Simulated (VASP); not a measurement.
Output of a VASP run:

### OUTCAR
```
 ion  position               nearest neighbor table
   1  0.487  0.497  0.496-   2 2.65   2 2.68   2 2.68   2 2.71   2 2.75   2 2.77   2 2.78   2 2.80
  LATTYP: Found a simple cubic cell.
 ALAT       =     3.1500000000
 Subroutine PRICEL returns:
 Original cell was already a primitive cell.
 Subroutine GETGRP returns: Found  1 space group operations
The static configuration has the point symmetry C_1 .
The dynamic configuration has the point symmetry C_1 .
The overall configuration has the point symmetry C_1 .
 Subroutine INISYM returns: Found  1 space group operations
 Subroutine IBZKPT returns following result:
 Found    512 irreducible k-points:

 Following reciprocal coordinates:
            Coordinates               Weight
  0.000000  0.000000  0.000000      1.000000
  0.125000  0.000000  0.000000      1.000000
 -0.125000  0.000000  0.000000      1.000000
  0.000000  0.125000  0.000000      1.000000
  0.000000 -0.125000  0.000000      1.000000
  0.000000  0.000000  0.125000      1.000000
  0.000000  0.000000 -0.125000      1.000000
  0.250000  0.000000  0.000000      1.000000
 -0.250000  0.000000  0.000000      1.000000
  0.000000  0.250000  0.000000      1.000000
  0.000000 -0.250000  0.000000      1.000000
  0.000000  0.000000  0.250000      1.000000
  0.000000  0.000000 -0.250000      1.000000
  0.375000  0.000000  0.000000      1.000000
 -0.375000  0.000000  0.000000      1.000000
  0.000000  0.375000  0.000000      1.000000
  0.000000 -0.375000  0.000000      1.000000
  0.000000  0.000000  0.375000      1.000000
  0.000000  0.000000 -0.375000      1.000000
  0.500000  0.000000  0.000000      1.000000
  0.000000  0.500000  0.000000      1.000000
  0.000000  0.000000  0.500000      1.000000
  0.125000  0.125000  0.000000      1.000000
 -0.125000 -0.125000  0.000000      1.000000
  0.000000  0.125000  0.125000      1.000000
  0.000000 -0.125000 -0.125000      1.000000
  0.125000  0.000000  0.125000      1.000000
 -0.125000  0.000000 -0.125000      1.000000
 -0.125000  0.125000  0.000000      1.000000
  0.125000 -0.125000  0.000000      1.000000
 -0.125000  0.000000  0.125000      1.000000
  0.125000  0.000000 -0.125000      1.000000
  0.000000 -0.125000  0.125000      1.000000
  0.000000  0.125000 -0.125000      1.000000
  0.250000  0.125000  0.000000      1.000000
 -0.250000 -0.125000  0.000000      1.000000
  0.000000  0.250000  0.125000      1.000000
  0.000000 -0.250000 -0.125000      1.000000
  0.125000  0.000000  0.250000      1.000000
 -0.125000  0.000000 -0.250000      1.000000
   k-points           NKPTS =    512   k-points in BZ     NKDIM =    512   number of bands    NBANDS=     30
   number of dos      NEDOS =    301   number of ions     NIONS =      2
   total plane-waves  NPLWV =   5832
   dimension x,y,z NGX =    18 NGY =   18 NGZ =   18
   dimension x,y,z NGXF=    36 NGYF=   36 NGZF=   36
   ions per type =               1   1
   PREC   = accura    normal or accurate (medium, high low for compatibility)
   ISTART =      0    job   : 0-new  1-cont  2-samecut
   ICHARG =      2    charge: 1-file 2-atom 10-const
   ISPIN  =      1    spin polarized calculation?
   LNONCOLLINEAR =      T non collinear calculations
   LSORBIT =      T    spin-orbit coupling
   INIWAV =      1    electr: 0-lowe 1-rand  2-diag
   ENCUT  =  300.0 eV  22.05 Ry    4.70 a.u.   4.45  4.45  4.45*2*pi/ulx,y,z
   NELM   =    100;   NELMIN=  2; NELMDL= -5     # of ELM steps
   EDIFF  = 0.1E-05   stopping-criterion for ELM
   LREAL  =      F    real-space projection
   NLSPLINE    = F    spline interpolate recip. space projectors
   LMAXMIX     =    6 max onsite mixed and CHGCAR
   VOSKOWN=      0    Vosko Wilk Nusair interpolation
   EDIFFG = 0.1E-04   stopping-criterion for IOM
   NSW    =      0    number of steps for IOM
   NBLOCK =      1;   KBLOCK =      1    inner block; outer block
   IBRION =     -1    ionic relax: 0-MD 1-quasi-New 2-CG
...
```

### OSZICAR
```
       N       E                     dE             d eps       ncg     rms          rms(c)
DAV:   1     0.132375197493E+03    0.13238E+03   -0.79597E+03 31742   0.140E+03
DAV:   2     0.248895755013E+01   -0.12989E+03   -0.12146E+03 32136   0.325E+02
DAV:   3    -0.538490883085E+01   -0.78739E+01   -0.77699E+01 35050   0.898E+01
DAV:   4    -0.548631208455E+01   -0.10140E+00   -0.10134E+00 33312   0.102E+01
DAV:   5    -0.548773601804E+01   -0.14239E-02   -0.14239E-02 34606   0.117E+00    0.967E+00
DAV:   6    -0.505698391651E+01    0.43075E+00   -0.12831E+00 33630   0.138E+01    0.612E+00
DAV:   7    -0.503082127676E+01    0.26163E-01   -0.45047E-02 38996   0.534E+00    0.324E+00
DAV:   8    -0.502260841131E+01    0.82129E-02   -0.11300E-02 34080   0.127E+00    0.100E+00
DAV:   9    -0.502253283916E+01    0.75572E-04   -0.25256E-04 37650   0.237E-01    0.997E-02
DAV:  10    -0.502253564433E+01   -0.28052E-05   -0.53810E-05 40566   0.122E-01    0.549E-02
DAV:  11    -0.502254218206E+01   -0.65377E-05   -0.19760E-05 36166   0.765E-02    0.142E-02
DAV:  12    -0.502254232229E+01   -0.14023E-06   -0.35543E-06 31978   0.391E-02
   1 F= -.50225423E+01 E0= -.50175488E+01  d E =-.998705E-02  mag=    -0.0000     0.0000     0.0000
```

**OUTCAR**
```
------------------------ aborting loop because EDIFF is reached ----------------------------------------
  FORCE on cell =-STRESS in cart. coord.  units (eV):
  Direction    XX          YY          ZZ          XY          YZ          ZX
  --------------------------------------------------------------------------------------
  Total        0.7708712      0.8257313      0.8243264      0.0323021      0.0092990      0.0388314
  in kB       39.5148880     42.3270175     42.2550047      1.6558047      0.4766656      1.9904977
  external PRESSURE =      41.3656368 kB  Pullay stress =       0.0000000 kB
  volume of cell :       31.26
      direct lattice vectors                 reciprocal lattice vectors
     3.150000000  0.000000000  0.000000000     0.317460317  0.000000000  0.000000000
     0.000000000  3.150000000  0.000000000     0.000000000  0.317460317  0.000000000
     0.000000000  0.000000000  3.150000000     0.000000000  0.000000000  0.317460317
 POSITION                                       TOTAL-FORCE (eV/Angst)
 -----------------------------------------------------------------------------------
      1.53346      1.56498      1.56295         0.312848      0.077280      0.093078
      0.04154      0.01002      0.01205        -0.312848     -0.077280     -0.093078
 -----------------------------------------------------------------------------------
    total drift:                               -0.000383     -0.002131     -0.002116
  FREE ENERGIE OF THE ION-ELECTRON SYSTEM (eV)
  ---------------------------------------------------
  free  energy   TOTEN  =        -5.0225423223 eV

  energy  without entropy=       -5.0125552734  energy(sigma->0) =       -5.01754880

 total charge

# of ion       s       p       d       tot
------------------------------------------
    1        0.528   0.450   9.761  10.738
    2        0.619   0.405   8.695   9.719
--------------------------------------------------
tot          1.147   0.855  18.455  20.457

 magnetization (x)

# of ion       s       p       d       tot
------------------------------------------
    1       -0.000   0.000   0.000   0.000
    2        0.000  -0.000  -0.000  -0.000
--------------------------------------------------
tot          0.000  -0.000  -0.000  -0.000

 magnetization (y)

# of ion       s       p       d       tot
------------------------------------------
    1       -0.000  -0.000   0.000  -0.000
    2       -0.000  -0.000   0.000   0.000
--------------------------------------------------
tot         -0.000  -0.000   0.000  -0.000

 magnetization (z)

# of ion       s       p       d       tot
------------------------------------------
    1       -0.000  -0.000  -0.000  -0.000
    2       -0.000   0.000   0.000   0.000
--------------------------------------------------
tot         -0.000  -0.000   0.000   0.000

 Ion:    1  E_soc:     -0.0093483

 Ion:    2  E_soc:     -0.5723365
```
(Selected blocks of OUTCAR.)

### POSCAR
```
AuZn
1
    3.1500000000     0.0000000000     0.0000000000
    0.0000000000     3.1500000000     0.0000000000
    0.0000000000     0.0000000000     3.1500000000
Zn Au
1 1
Direct
  0.4868120000   0.4968190000   0.4961740000
  0.0131880000   0.0031810000   0.0038260000
```

Q: Write an INCAR and KPOINTS that could have produced this output.

A: Several could match; the one computed here: the input of the run itself, PBE GGA with spin-orbit coupling, plane waves, VASP's PBE PAW potentials (set 64).

INCAR:
```
SYSTEM = AuZn
PREC = Accurate
ENCUT = 300
EDIFF = 1E-6
NELM = 100
ALGO = Normal
LREAL = .FALSE.
LASPH = .TRUE.
ISMEAR = 0
SIGMA = 0.2
GGA = PE
LMAXMIX = 6
LWAVE = .FALSE.
LCHARG = .FALSE.
ISIF = 2
LSORBIT = .TRUE.
LNONCOLLINEAR = .TRUE.
MAGMOM = 0.0 0.0 0.0 0.0 0.0 0.0
GGA_COMPAT = .FALSE.
LORBIT = 11
```

**KPOINTS**
```
Automatic mesh
0
Gamma
8 8 8
0 0 0
```

POTCAR, in this order: Zn Au (PBE.64 set). Program: vasp_ncl.

At this cut-off the stress carries a Pulay error, which pulls relaxed volumes low.

The structure is a typed AuZn crystal. The cell was not relaxed at this level, atoms are displaced from their ideal sites. The run is one of a series of settings (GGA_COMPAT = .FALSE., LNONCOLLINEAR = .TRUE., LSORBIT = .TRUE., MAGMOM = 0.0 0.0 0.0 0.0 0.0 0.0, program vasp_ncl against the base run), some of them coarse on purpose.
